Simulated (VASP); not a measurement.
Write the native input for VASP 6.6.1 that does the following.

- Task: single point
- Functional: LDA
- Potentials or basis: VASP PAW LDA potentials, release 64 (Cs_sv)
- Cutoff: 520 eV
- k mesh: 10 × 10 × 10
- Occupations: gaussian, width 0.15 eV
- Spin: no spin polarisation
- Dipole correction: no
- Further INCAR settings: ALGO = Normal; EDIFF = 1e-06; NBANDS = 10

The structure of Cs lies in POSCAR:

```
Cs
1.0
    0.0000000000      3.9483357400      3.9483357400
    3.9483357400      0.0000000000      3.9483357400
    3.9483357400      3.9483357400      0.0000000000
Cs
1
Direct
    0.0000000000      0.0000000000      0.0000000000
```

This isn't the form of Cs at room conditions, which is bcc.

The input as run:

INCAR

```
SYSTEM = Cs
  PREC = Accurate
  ENCUT = 520
  EDIFF = 1E-6
  ISMEAR = 0
  SIGMA = 0.15
  LREAL = .False.
  LASPH = .True.
  NELM = 100
  ALGO = Normal
  ISIF = 2
  LWAVE = .False.
  LCHARG = .True.
  LELF = .True.
  LVHAR = .True.
  NBANDS = 10
```

KPOINTS

```
regular mesh
0
Gamma
  10 10 10
  0 0 0
```

Potentials or basis: VASP PAW LDA potentials, release 64 (Cs_sv).

Launch:

```sh
$ cat potpaw_LDA.64/Cs_sv/POTCAR > POTCAR
$ mpirun -np 1 vasp_std > vasp.out
```

It gave:

```
Pressure               : -0.4 GPa
Band gap on the k mesh : none (metal or under the smearing width)
```

Run time: 25 s on 1 thread of Intel(R) Xeon(R) 6975P-C (Granite Rapids) (shared host), peak memory 0.22 GiB.
